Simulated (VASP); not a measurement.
Consider the following.

```
CELL_PARAMETERS angstrom
      0.00000     1.90312     1.90312
      1.90312     0.00000     1.90312
      1.90312     1.90312     0.00000
ATOMIC_POSITIONS crystal
  Rh 0.00000 0.00000 0.00000
```

The numbers are results of rev-vdW-DF2, VASP's PBE PAW potentials (set 64) (plane waves; VASP), not measurements. Numerical set-up: 520 eV cut-off, 18×18×18 Γ-centred mesh, tetrahedra with Blöchl corrections, potentials Rh_pv.

Question: Predict the energy per atom (σ→0), band gap (on the k-mesh) with the smallest direct gap where there is one.

Answer: 
The band gap (on the k-mesh) comes out as none (metal, semimetal or under 0.01 eV) and the energy per atom (σ→0) comes out as -4.446 eV/atom.

Only differences to runs with the same potentials and settings are physical.

The compound is Rh in the fcc structure. It was relaxed first.
